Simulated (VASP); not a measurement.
A run of VASP 6.6.1:

Contents of INCAR:

```
PREC = Accurate ; ENCUT = 520
EDIFF = 1E-7 ; ISMEAR = -1
SIGMA = 0.05 ; LREAL = False
LASPH = True ; NELM = 100
ALGO = Normal ; ISIF = 2
LWAVE = False ; LCHARG = False
GGA = PE ; NBANDS = 28
```

The input KPOINTS:

```
regular mesh
0
Gamma
  3 3 4
```

POSCAR

```
Y2B3C2
1.0
    5.2954850000      0.2970240000      0.1126840000
   -0.0095500000      4.4089940000     -1.0541580000
   -0.3563810000      0.4133910000      3.9003950000
B C Y
3 2 2
Direct
    0.3129670003      0.7163742718      0.0407251820
    0.9819841243      0.3743352378      0.5416599054
    0.4360309671      0.6915977566      0.6659409097
    0.0616611119      0.2680240458      0.2519715237
    0.2538908662      0.5272361986      0.2948590638
    0.8197413014      0.7388678900      0.1535956662
    0.4196406575      0.2367772522      0.7763477409
```

Potentials or basis: VASP PAW PBE potentials, release 64 (B, C, Y_sv).

The run is started by

```console
$ cat potpaw_PBE.64/B/POTCAR potpaw_PBE.64/C/POTCAR potpaw_PBE.64/Y_sv/POTCAR > POTCAR
$ mpirun -np 1 vasp_std > vasp.out
```

Hardware: 1 thread of Intel(R) Xeon(R) Platinum 8175M CPU @ 2.50GHz (Skylake/Cascade Lake) (shared host).

Problem. How long does it take, and how much memory?

Solution. Run time: 74 s on 1 thread of Intel(R) Xeon(R) Platinum 8175M CPU @ 2.50GHz (Skylake/Cascade Lake) (shared host), peak memory 0.23 GiB. Counts: scf iterations 17, k points 19.
